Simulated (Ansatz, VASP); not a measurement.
# Cross-check of TaSeS (2H-TaSSe monolayer) between VASP and Ansatz, part 2 of 2

Wanted: the spread between two codes on one cell, functional and k mesh. The structure shown is the start of the Ansatz relaxation below; VASP solves that cell, so the two are compared at the walk's first step.

VASP 6.6.1 and Ansatz 0.2.0.

So far: Set-up; Ansatz: relaxation, PBEsol with D3(BJ).

## (3) VASP: single point, PBEsol with D3(BJ), start cell

Level of this step: PBEsol with D3(BJ), zero-moment start; plane waves and PAW (Se, Ta_pv, S) (VASP).

The same cell, functional, mesh and smearing now go to VASP, with its own data sets.

Lines of VASP's logs that name or quote its potential files are left out, and so is its time.

INCAR

```
SYSTEM = TaSeS
PREC = Accurate
ENCUT = 400
EDIFF = 1E-06
NELM = 200
ISMEAR = -1
SIGMA = 0.05
LREAL = .FALSE.
ALGO = Normal
GGA = PS
IVDW = 12
NBANDS = 19
ISPIN = 2
MAGMOM = -0 -0 -0
LASPH = .TRUE.
LMAXMIX = 4
LORBIT = 11
LWAVE = .FALSE.
LCHARG = .FALSE.
ISIF = 2
LDIPOL = .TRUE.
IDIPOL = 3
DIPOL = 0.5 0.5 0.501
LVHAR = .TRUE.
GGA_COMPAT = .FALSE.
NELMDL = -8
KPAR = 2
```

POSCAR

```
TaSeS
1.0
    3.4050000000      0.0000000000      0.0000000000
   -1.7025000000      2.9488160000      0.0000000000
    0.0000000000      0.0000000000     38.2245380000
Se Ta S
1 1 1
Direct
    0.3333334464      0.6666668927      0.4525888580
    0.0000000000      0.0000000000      0.5028961501
    0.3333334464      0.6666668927      0.5474111420
```

KPOINTS

```
Automatic mesh
0
Gamma
12 12 1
0 0 0
```

The projector-augmented-wave data sets are Se, Ta_pv and S (PBE family, release 64).

Started as:

```console
mpirun -np 2 vasp_std
```

Numbers of over 12 decimals in the logs are rounded to 6 here.

Log:

```text
[banner, memory and clock lines left out]
running    2 mpi-ranks, on    1 nodes
 distrk:  each k-point on    1 cores,    2 groups
 distr:  one band on    1 cores,    1 groups

 POSCAR found type information on POSCAR SeTaS
 POSCAR found :  3 types and       3 ions
|                                                                             |
|               ----> ADVICE to this user running VASP <----                  |
|                                                                             |
|     You enforced a specific xc type in the INCAR file but a different       |
|     [... a line on the potential file left out ...]
|     I HOPE YOU KNOW WHAT YOU ARE DOING!                                     |
|                                                                             |

 LDA part: xc-table for (Slater+PW92), standard interpolation
 POSCAR, INCAR and KPOINTS ok, starting setup
 FFT: planning ... GRIDC
 FFT: planning ... GRID_SOFT
 FFT: planning ... GRID
 WAVECAR not read
 entering main loop
       N       E                     dE             d eps       ncg     rms          rms(c)
DAV:   1     0.108036934845E+03    0.10804E+03   -0.84666E+03  1884   0.669E+02
DAV:   2    -0.112422857102E+02   -0.11928E+03   -0.11565E+03  2023   0.152E+02
DAV:   3    -0.243867343283E+02   -0.13144E+02   -0.13005E+02  2155   0.497E+01
DAV:   4    -0.245882237783E+02   -0.20149E+00   -0.20075E+00  2041   0.742E+00
DAV:   5    -0.245925004459E+02   -0.42767E-02   -0.42732E-02  1952   0.104E+00
DAV:   6    -0.245926676444E+02   -0.16720E-03   -0.16719E-03  1984   0.201E-01
DAV:   7    -0.245926757028E+02   -0.80583E-05   -0.80578E-05  2012   0.418E-02
DAV:   8    -0.245926760652E+02   -0.36240E-06   -0.36231E-06  1883   0.845E-03    0.136E+01
DAV:   9    -0.232866302785E+02    0.13060E+01   -0.92258E+00  1616   0.141E+01    0.680E+00
DAV:  10    -0.231683337058E+02    0.11830E+00   -0.41165E+00  1605   0.775E+00    0.323E+00
DAV:  11    -0.229798717756E+02    0.18846E+00   -0.12166E+00  1776   0.500E+00    0.683E-01
DAV:  12    -0.229761583957E+02    0.37134E-02   -0.80628E-02  1834   0.150E+00    0.306E-01
DAV:  13    -0.229740555107E+02    0.21029E-02   -0.14319E-02  1802   0.702E-01    0.146E-01
DAV:  14    -0.229735948486E+02    0.46066E-03   -0.29829E-03  1702   0.311E-01    0.785E-02
[...]
DAV:  23    -0.229739096528E+02   -0.25833E-04   -0.54233E-07  1634   0.331E-03    0.181E-03
DAV:  24    -0.229739339814E+02   -0.24329E-04   -0.11731E-06  1672   0.330E-03    0.167E-03
DAV:  25    -0.229739371891E+02   -0.32077E-05   -0.82441E-08  1338   0.147E-03    0.798E-04
DAV:  26    -0.229739439671E+02   -0.67780E-05   -0.10734E-07  1422   0.131E-03    0.502E-04
DAV:  27    -0.229739503022E+02   -0.63351E-05   -0.11903E-07  1434   0.915E-04    0.337E-04
DAV:  28    -0.229739520393E+02   -0.17371E-05   -0.18415E-08  1189   0.398E-04    0.214E-04
DAV:  29    -0.229739535826E+02   -0.15434E-05   -0.21768E-08  1264   0.432E-04    0.117E-04
DAV:  30    -0.229739539717E+02   -0.38906E-06   -0.34971E-09  1028   0.221E-04
   1 F= -.23691864E+02 E0= -.23678456E+02  d E =-.268157E-01  mag=    -0.0000
```

From OUTCAR (step 3):

```text
ion  position               nearest neighbor table
   1  0.333  0.667  0.453-   2 2.75   2 2.75   2 2.75
   2  0.000  0.000  0.503-   3 2.60   3 2.60   3 2.60   1 2.75   1 2.75   1 2.75
   3  0.333  0.667  0.547-   2 2.60   2 2.60   2 2.60

  LATTYP: Found a hexagonal cell.
 ALAT       =     3.4050000000
 C/A-ratio  =    11.2260023495

 Subroutine GETGRP returns: Found  6 space group operations
 (whereof  6 operations were pure point group operations)

The static configuration has the point symmetry C_3v.

 Found     19 irreducible k-points:

   k-points           NKPTS =     19   k-points in BZ     NKDIM =     19   number of bands    NBANDS=     19

   dimension x,y,z NGX =    24 NGY =   24 NGZ =  250
   dimension x,y,z NGXF=    48 NGYF=   48 NGZF=  500

   ENCUT  =  400.0 eV  29.40 Ry    5.42 a.u.   5.55  5.55 62.33*2*pi/ulx,y,z

   NELECT =      23.0000    total number of electrons

 k-points in reciprocal lattice and weights: Automatic mesh
   0.00000000  0.00000000  0.00000000       0.007
   0.08333333  0.00000000  0.00000000       0.042
   0.16666667 -0.00000000  0.00000000       0.042
   0.25000000  0.00000000  0.00000000       0.042
   0.33333333  0.00000000  0.00000000       0.042
   0.41666667  0.00000000  0.00000000       0.042
   0.50000000  0.00000000  0.00000000       0.021
   0.08333333  0.08333333  0.00000000       0.042
   0.16666667  0.08333333  0.00000000       0.083
[...]
0.33333333  0.25000000  0.00000000       0.083
   0.33333333  0.33333333  0.00000000       0.014

 dipolmoment           0.000000      0.000000      0.022291 electrons x Angstroem

 average (electrostatic) potential at core
       1 -61.5546       2 -46.9594       3 -95.1039

 E-fermi :  -3.9584

 spin component 1
 k-point     1 :       0.0000    0.0000    0.0000
  band No.  band energies     occupation
    ...
      7      -5.9759      1.00000
      8      -5.5308      1.00000
      9      -5.5308      1.00000
     10      -4.2249      0.99517
     11      -4.2249      0.99517
     12      -3.6562      0.00237
     13      -1.1874      0.00000
     14      -1.1874      0.00000
     15      -0.8967      0.00000
     16      -0.8967      0.00000
    ...

 k-point     2 :       0.0833    0.0000    0.0000
  band No.  band energies     occupation
    ...
      7      -6.1170      1.00000
      8      -5.7358      1.00000
      9      -5.4958      1.00000
     10      -4.4678      0.99996
     11      -4.3414      0.99953
     12      -3.6781      0.00366
     13      -1.4710      0.00000
     14      -1.2428      0.00000
     15      -1.0083      0.00000
     16      -0.7477      0.00000
    ...

 k-point     3 :       0.1667   -0.0000    0.0000
  band No.  band energies     occupation
    ...
      7      -6.6604      1.00000
      8      -6.1099      1.00000
      9      -5.4694      1.00000
     10      -5.0431      1.00000
     11      -4.5396      0.99999
     12      -3.8281      0.06872
     13      -1.8322      0.00000
     14      -1.3400      0.00000
     15      -1.0076      0.00000
     16      -0.4169      0.00000
    ...

 k-point     4 :       0.2500    0.0000    0.0000
  band No.  band energies     occupation
    ...
      8      -6.6789      1.00000
      9      -5.6107      1.00000
     10      -5.5345      1.00000
     11      -4.5791      1.00000
     12      -4.1534      0.98017
     13      -1.8204      0.00000
     14      -1.3294      0.00000
     15      -0.7710      0.00000
     16      -0.0934      0.00000
     17       1.5937      0.00000
    ...

 k-point     5 :       0.3333    0.0000    0.0000
  band No.  band energies     occupation
    ...
      8      -7.3969      1.00000
      9      -5.8487      1.00000
     10      -5.7517      1.00000
     11      -4.5198      0.99999
     12      -4.4180      0.99990
     13      -1.4780      0.00000
     14      -1.1162      0.00000
     15      -0.4516      0.00000
     16       0.1256      0.00000
     17       1.6057      0.00000
    ...

 k-point     6 :       0.4167    0.0000    0.0000
  band No.  band energies     occupation
    ...
      8      -7.4031      1.00000
      9      -6.0318      1.00000
     10      -5.8271      1.00000
     11      -4.4865      0.99997
     12      -4.4306      0.99992
     13      -1.0059      0.00000
     14      -0.7917      0.00000
     15      -0.2242      0.00000
     16       0.2338      0.00000
     17       1.1629      0.00000
    ...

 Edisp (eV)   -0.71791

  Total      -4.67993    -4.67993   -10.33459    -0.00000    -0.00000     0.00000
  in kB     -19.53633   -19.53632   -43.14164    -0.00000    -0.00000     0.00000
  external pressure =      -27.40 kB  Pullay stress =        0.00 kB

  energy-cutoff  :      400.00
  volume of cell :      383.80
      direct lattice vectors                 reciprocal lattice vectors
     3.405000000  0.000000000  0.000000000     0.293685756  0.169559579  0.000000000
    -1.702500000  2.948816000  0.000000000     0.000000000  0.339119158  0.000000000
     0.000000000  0.000000000 38.224538000     0.000000000  0.000000000  0.026161206

 POSITION                                       TOTAL-FORCE (eV/Angst)
 -----------------------------------------------------------------------------------
      0.00000      1.96588     17.30000         0.000000      0.000000      2.823210
      0.00000      0.00000     19.22297        -0.000000     -0.000000      0.046426
      0.00000      1.96588     20.92454        -0.000000     -0.000000     -2.869636
 -----------------------------------------------------------------------------------
    total drift:                               -0.000000     -0.000596      0.000184

  FREE ENERGIE OF THE ION-ELECTRON SYSTEM (eV)
  ---------------------------------------------------
  free  energy   TOTEN  =       -23.6918641873 eV

  energy  without entropy=      -23.6650485244  energy(sigma->0) =      -23.67845636

 vacuum level on the upper side and lower side of the slab         1.796         1.394

 total charge
# of ion       s       p       d       tot
------------------------------------------
    1        1.479   2.265   0.038   3.783
    2        0.270   6.144   2.162   8.576
    3        1.351   2.280   0.000   3.631
--------------------------------------------------
tot          3.101  10.689   2.199  15.989

 magnetization (x)
# of ion       s       p       d       tot
------------------------------------------
    1       -0.000  -0.000  -0.000  -0.000
    2       -0.000  -0.000  -0.000  -0.000
    3       -0.000  -0.000   0.000  -0.000
--------------------------------------------------
tot         -0.000  -0.000  -0.000  -0.000

[... 1 further part left out ...]
```

This run allows spin, but its moments start at zero, where symmetry between the spins tends to hold them. Its electron count is odd, so without a moment it is a metal by construction.

## (4) Side by side

Known differences besides the potentials themselves: Ansatz cuts the interaction across the vacuum, VASP repeats the sheet with a dipole correction; the data sets hold 35 valence electrons in Ansatz (on its default PAW (the set named soft_2) files) and 23 in VASP; the cutoff is 420 eV in Ansatz and 400 eV in VASP; Ansatz makes its cores anew for this functional, VASP keeps those of its PBE data sets. Total energies have different zeros and are not compared.

Forces (eV/Å; atoms numbered as in POSCAR):

| atom | Ansatz x, y, z | VASP x, y, z |
| --- | --- | --- |
| Se1 | 0.000, 0.000, 2.844 | 0.000, 0.000, 2.823 |
| Ta2 | 0.000, 0.000, 0.038 | 0.000, 0.000, 0.046 |
| S3 | 0.000, 0.000, -2.882 | 0.000, 0.000, -2.870 |

The forces differ by 8.6 meV/Å r.m.s., which is 0.6 % of the r.m.s. force of 1.342 eV/Å (both taken over all components). Moments aren't recorded for both runs of this pair, so they may hold unlike magnetic states. With vacuum in the cell, a pressure given here is an average over mostly empty space and none of the material.

## (5) Outcome

```
r.m.s. force difference (single point, PBEsol with D3(BJ), start cell) : 0.64 % of the r.m.s. force
```

What this shows: The r.m.s. force difference is 0.64 % of the r.m.s. force (single point, PBEsol with D3(BJ), start cell), within the 3 % picked in this series as the mark of a large difference. The data sets hold unlike numbers of valence electrons (35 in Ansatz and 23 in VASP), so part of the differences comes from the potentials. 1 further run of this series is not shown here. Such differences can come from data sets, numerical settings and the points named under the comparisons, not from the functional's error against experiment.

[Lines on the potential files, build, host, timing and source positions are cut from VASP's logs without a mark.]

[Logs are printed without paths, hosts, clocks, repeated set-up lines and the standing remarks that a program may print on its own settings, such as how far it seeks lower states.]

[Hosts, paths, dates, database ids (printed as entryN), source tags and the programs' standing remarks are cut or masked in the printed files.]
